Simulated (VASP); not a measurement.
```xyz
4
Lattice="3.7619 0.0000 0.0000 0.0000 3.7619 0.0000 0.0000 0.0000 3.7619" Properties=species:S:1:pos:R:3 pbc="T T T"
Ir     1.8809     1.8809     1.8809
O      1.8809     1.8809     0.0000
O      0.0000     1.8809     1.8809
O      1.8809     0.0000     1.8809
```

Calculation: PBEsol GGA, VASP's PBE PAW potentials (set 64) (plane waves; VASP 6.6.1). Numerical set-up: 520 eV cut-off, 9×9×9 Γ-centred mesh, tetrahedra with Blöchl corrections, potentials Ir O.

The cores are frozen, which limits the accuracy of field gradients.

### Question
Give the principal components of the electric field gradient (V/Å²) and the asymmetry η at each nucleus.

### Answer

| atom | Vxx | Vyy | Vzz | η |
|---|---|---|---|---|
| Ir1 | 0.0 | 0.0 | 0.0 | - |
| O2 | -66.3 | -66.3 | 132.7 | 0.00 |
| O3 | -66.3 | -66.3 | 132.7 | 0.00 |
| O4 | -66.3 | -66.3 | 132.7 | 0.00 |

The structure comes from a computed database's IrO3 entry (Pm-3m); how it stands against other phases isn't given here. It was relaxed first.
